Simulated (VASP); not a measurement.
```xyz
2
Lattice="1.1679 -2.0229 0.0000 1.1679 2.0229 0.0000 0.0000 0.0000 3.6516" Properties=species:S:1:pos:R:3 pbc="T T T"
Be     1.1679     0.6743     0.9129
Be     1.1679    -0.6743     2.7387
```

Calculation: PBE GGA, VASP's PBE PAW potentials (set 64) (plane waves; VASP). Run with 400 eV cut-off, 16×16×9 Γ-centred mesh, first-order Methfessel-Paxton smearing of 0.10 eV, potentials Be.

Problem. Give the stress tensor in GPa (positive for a compressed cell).

Solution. 
```
-9.11   0.00   0.00
 0.00  -9.11   0.00
 0.00   0.00  -9.17
```
The pressure is its mean diagonal, -9.13 GPa.

The compound is Be in the hcp structure. The cell was not relaxed at this level.
